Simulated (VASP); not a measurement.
These are optB88-vdW, VASP's PBE PAW potentials (set 64) (plane waves; VASP) values and carry that method's errors.

VASP input:

File KPOINTS:
```
Automatic
0
G
8 8 2
```

File POSCAR:
```
WS2
1
    1.5806912245    -2.7378374892     0.0000000000
    1.5806912245     2.7378374892     0.0000000000
    0.0000000000     0.0000000000    12.3914813326
W S
2 4
Direct
  0.3333330000   0.6666670000   0.2500000000
  0.6666670000   0.3333330000   0.7500000000
  0.3333330000   0.6666670000   0.8760639101
  0.6666670000   0.3333330000   0.3760639101
  0.6666670000   0.3333330000   0.1239360899
  0.3333330000   0.6666670000   0.6239360899
```

**INCAR**
```
ALGO = Normal
PREC = Accurate
PARAM1 = 0.1833333333
LWAVE = .False.
SYSTEM = WS2
IBRION = 2
AGGAC = 0.0
PARAM2 = 0.22
EDIFFG = -0.01   # ionic stop
ISIF = 4
LASPH = .True.   # aspherical one-centre terms
LCHARG = .False.
ISMEAR = 0   # Gaussian
GGA = BO
LMAXMIX = 6   # l cut-off of mixed one-centre charges
NSW = 30
ENCUT = 520   # plane-wave cut-off (eV)
LREAL = .False.   # projection in real space or not
LUSE_VDW = .True.
SIGMA = 0.05
NELM = 100
EDIFF = 1E-7   # SCF stop (eV)
```

POTCAR, in this order: W_sv S (PBE.64 set). Program: vasp_std.

The run wrote:

OSZICAR:
```
       N       E                     dE             d eps       ncg     rms          rms(c)
DAV:   1     0.534302261775E+03    0.53430E+03   -0.28878E+04  1384   0.168E+03
DAV:   2    -0.250182261427E+01   -0.53680E+03   -0.52422E+03  1493   0.451E+02
DAV:   3    -0.364855937466E+02   -0.33984E+02   -0.33759E+02  1588   0.102E+02
DAV:   4    -0.373130061739E+02   -0.82741E+00   -0.82538E+00  1522   0.166E+01
DAV:   5    -0.373373589713E+02   -0.24353E-01   -0.24343E-01  1591   0.285E+00    0.372E+01
DAV:   6    -0.349583248630E+02    0.23790E+01   -0.15172E+01  1436   0.219E+01    0.167E+01
DAV:   7    -0.347449338057E+02    0.21339E+00   -0.39741E+00  1443   0.953E+00    0.680E+00
DAV:   8    -0.346310148327E+02    0.11392E+00   -0.58002E-01  1616   0.453E+00    0.215E+00
DAV:   9    -0.346334829434E+02   -0.24681E-02   -0.60496E-02  1675   0.128E+00    0.115E+00
DAV:  10    -0.346315162134E+02    0.19667E-02   -0.34426E-02  1552   0.111E+00    0.331E-01
DAV:  11    -0.346309766134E+02    0.53960E-03   -0.50024E-03  1526   0.424E-01    0.100E-01
DAV:  12    -0.346309870738E+02   -0.10460E-04   -0.20336E-04  1636   0.756E-02    0.803E-02
DAV:  13    -0.346309781316E+02    0.89422E-05   -0.71418E-05  1633   0.488E-02    0.296E-02
DAV:  14    -0.346309778164E+02    0.31520E-06   -0.14374E-05  1606   0.190E-02    0.185E-02
DAV:  15    -0.346309770104E+02    0.80609E-06   -0.23777E-06  1604   0.959E-03    0.874E-03
DAV:  16    -0.346309769637E+02    0.46640E-07   -0.42322E-07  1367   0.308E-03
   1 F= -.34630977E+02 E0= -.34630977E+02  d E =-.346310E+02
       N       E                     dE             d eps       ncg     rms          rms(c)
DAV:   1    -0.346447409124E+02   -0.13764E-01   -0.29156E+00  1261   0.723E+00    0.155E+00
DAV:   2    -0.346565145374E+02   -0.11774E-01   -0.15378E-01  1534   0.176E+00    0.682E-01
DAV:   3    -0.346554337778E+02    0.10808E-02   -0.72768E-03  1515   0.495E-01    0.467E-01
DAV:   4    -0.346551745016E+02    0.25928E-03   -0.33192E-03  1585   0.305E-01    0.167E-01
DAV:   5    -0.346551218726E+02    0.52629E-04   -0.51861E-04  1509   0.130E-01    0.492E-02
DAV:   6    -0.346551075786E+02    0.14294E-04   -0.68841E-05  1517   0.427E-02    0.445E-02
DAV:   7    -0.346551073182E+02    0.26049E-06   -0.74371E-06  1513   0.127E-02    0.194E-02
DAV:   8    -0.346551068358E+02    0.48231E-06   -0.19937E-06  1362   0.646E-03    0.126E-02
DAV:   9    -0.346551066919E+02    0.14393E-06   -0.74672E-07  1427   0.455E-03    0.520E-03
DAV:  10    -0.346551066915E+02    0.45657E-09   -0.40837E-08   963   0.136E-03
   2 F= -.34655107E+02 E0= -.34655107E+02  d E =-.241297E-01
       N       E                     dE             d eps       ncg     rms          rms(c)
DAV:   1    -0.346552578513E+02   -0.15116E-03   -0.23838E-02  1296   0.649E-01    0.151E-01
DAV:   2    -0.346553534604E+02   -0.95609E-04   -0.12137E-03  1527   0.157E-01    0.601E-02
DAV:   3    -0.346553462400E+02    0.72204E-05   -0.38852E-05  1482   0.371E-02    0.429E-02
DAV:   4    -0.346553468187E+02   -0.57866E-06   -0.26511E-05  1617   0.268E-02    0.128E-02
DAV:   5    -0.346553458288E+02    0.98995E-06   -0.74350E-06  1509   0.149E-02    0.462E-03
DAV:   6    -0.346553456714E+02    0.15734E-06   -0.68371E-07  1325   0.414E-03    0.468E-03
DAV:   7    -0.346553457081E+02   -0.36697E-07   -0.54681E-08   872   0.126E-03
   3 F= -.34655346E+02 E0= -.34655346E+02  d E =-.243687E-01
       N       E                     dE             d eps       ncg     rms          rms(c)
DAV:   1    -0.347036560786E+02   -0.48310E-01   -0.20484E+00  1240   0.929E+00    0.153E+00
DAV:   2    -0.346736945869E+02    0.29961E-01   -0.19818E-01  1450   0.258E+00    0.864E-01
DAV:   3    -0.346684894407E+02    0.52051E-02   -0.10922E-02  1434   0.661E-01    0.359E-01
DAV:   4    -0.346657837727E+02    0.27057E-02   -0.98304E-03  1515   0.498E-01    0.188E-01
DAV:   5    -0.346656934596E+02    0.90313E-04   -0.75181E-04  1521   0.168E-01    0.908E-02
DAV:   6    -0.346656632072E+02    0.30252E-04   -0.12275E-04  1742   0.627E-02    0.276E-02
DAV:   7    -0.346656625001E+02    0.70712E-06   -0.29130E-05  1472   0.280E-02    0.214E-02
DAV:   8    -0.346656631756E+02   -0.67559E-06   -0.24355E-06  1629   0.953E-03    0.867E-03
DAV:   9    -0.346656632750E+02   -0.99371E-07   -0.50802E-07  1297   0.409E-03
   4 F= -.34665663E+02 E0= -.34665663E+02  d E =-.103176E-01
       N       E                     dE             d eps       ncg     rms          rms(c)
DAV:   1    -0.346824423069E+02   -0.16779E-01   -0.81256E-01  1240   0.585E+00    0.975E-01
DAV:   2    -0.346706397964E+02    0.11803E-01   -0.78323E-02  1443   0.163E+00    0.547E-01
DAV:   3    -0.346685812879E+02    0.20585E-02   -0.43206E-03  1441   0.415E-01    0.228E-01
DAV:   4    -0.346675030223E+02    0.10783E-02   -0.40526E-03  1501   0.319E-01    0.121E-01
DAV:   5    -0.346674685330E+02    0.34489E-04   -0.29079E-04  1535   0.104E-01    0.599E-02
DAV:   6    -0.346674569725E+02    0.11561E-04   -0.53611E-05  1633   0.409E-02    0.200E-02
DAV:   7    -0.346674565545E+02    0.41802E-06   -0.12025E-05  1486   0.189E-02    0.147E-02
DAV:   8    -0.346674568400E+02   -0.28548E-06   -0.10304E-06  1503   0.638E-03    0.695E-03
DAV:   9    -0.346674568925E+02   -0.52512E-07   -0.21385E-07   988   0.308E-03
   5 F= -.34667457E+02 E0= -.34667457E+02  d E =-.121112E-01
```

OUTCAR:
```
------------------------ aborting loop because EDIFF is reached ----------------------------------------
  FORCE on cell =-STRESS in cart. coord.  units (eV):
  Direction    XX          YY          ZZ          XY          YZ          ZX
  --------------------------------------------------------------------------------------
  Total        1.0405802      1.0405801      1.0711808      0.0000000      0.0000000      0.0000000
  in kB       15.5445513     15.5445510     16.0016738      0.0000000      0.0000000      0.0000000
  external PRESSURE =      15.6969254 kB  Pullay stress =       0.0000000 kB
  volume of cell :      107.25
      direct lattice vectors                 reciprocal lattice vectors
     1.590564300 -2.754938154 -0.000000000     0.314353843 -0.181492278  0.000000000
     1.590564300  2.754938154 -0.000000000     0.314353843  0.181492278  0.000000000
    -0.000000000  0.000000000 12.238124049     0.000000000  0.000000000  0.081711870
 POSITION                                       TOTAL-FORCE (eV/Angst)
 -----------------------------------------------------------------------------------
      1.59056      0.91831      3.05953        -0.000000      0.000000      0.000000
      1.59056     -0.91831      9.17859         0.000000      0.000000      0.000000
      1.59056      0.91831     10.75730        -0.000000     -0.000000      0.006487
      1.59056     -0.91831      4.63824         0.000000     -0.000000      0.006487
      1.59056     -0.91831      1.48082         0.000000      0.000000     -0.006487
      1.59056      0.91831      7.59988        -0.000000     -0.000000     -0.006487
 -----------------------------------------------------------------------------------
    total drift:                                0.000000      0.001160     -0.000033
  FREE ENERGIE OF THE ION-ELECTRON SYSTEM (eV)
  ---------------------------------------------------
  free  energy   TOTEN  =       -34.6674568925 eV

  energy  without entropy=      -34.6674568925  energy(sigma->0) =      -34.66745689

 reached required accuracy - stopping structural energy minimisation
```
(Selected blocks of OUTCAR.)

CONTCAR:
```
WS2
   1.00000000000000
     1.5905642996620932   -2.7549381537734572   -0.0000000000000000
     1.5905642996620932    2.7549381537734572   -0.0000000000000000
    -0.0000000000000000    0.0000000000000000   12.2381240490648615
  W               S
     2     4
Direct
     0.3333330000000032    0.6666669999999968    0.2500000000000000
     0.6666669999999968    0.3333330000000032    0.7500000000000000
     0.3333330000000032    0.6666669999999968    0.8789995050910160
     0.6666669999999968    0.3333330000000032    0.3789995050910160
     0.6666669999999968    0.3333330000000032    0.1210004949089841
     0.3333330000000032    0.6666669999999968    0.6210004949089840
```

OUTCAR:
```
 val. band max:        7.2782377445   @ k =   0.0000   0.0000   0.0000

 cond. band min:       8.3460267746   @ k =   0.2500   0.1250   0.0000


 Fermi energy:         7.7276694817

 k-point     1 :       0.0000    0.0000    0.0000
  band No.  band energies     occupation
      1     -67.4779      2.00000
      2     -67.4779      2.00000
      3     -31.6891      2.00000
      4     -31.6891      2.00000
      5     -31.5423      2.00000
      6     -31.5423      2.00000
      7     -31.5423      2.00000
      8     -31.5423      2.00000
      9      -8.1939      2.00000
     10      -7.9257      2.00000
     11      -6.7491      2.00000
     12      -6.2592      2.00000
     13      -0.2493      2.00000
     14       0.9015      2.00000
     15       3.4247      2.00000
     16       3.8298      2.00000
     17       3.8298      2.00000
     18       3.8477      2.00000
     19       3.8477      2.00000
     20       5.0059      2.00000
     21       5.0060      2.00000
     22       5.0701      2.00000
     23       5.0702      2.00000
     24       5.8753      2.00000
     25       6.0881      2.00000
     26       7.2782      2.00000
     27       9.4799      0.00000
     28       9.4814      0.00000
     29       9.4884      0.00000
     30       9.4889      0.00000
     31       9.5033      0.00000

 k-point     2 :       0.1250    0.0000    0.0000
  band No.  band energies     occupation
      1     -67.4755      2.00000
      2     -67.4754      2.00000
      3     -31.6804      2.00000
      4     -31.6803      2.00000
      5     -31.5912      2.00000
      6     -31.5912      2.00000
      7     -31.5537      2.00000
      8     -31.5537      2.00000
      9      -7.9436      2.00000
     10      -7.6767      2.00000
     11      -6.6384      2.00000
     12      -6.1806      2.00000
     13       0.0544      2.00000
     14       1.2002      2.00000
     15       3.0759      2.00000
     16       3.2086      2.00000
     17       3.2526      2.00000
...
```

Unless said otherwise, spin-orbit coupling is left out, though it shifts the bands of the heavy elements here.

The compound is WS2 in the 2H layered structure. This cell is one point of a volume scan, at 0.97 of the reference volume. Symmetry was kept, so distortions that lower it aren't found.
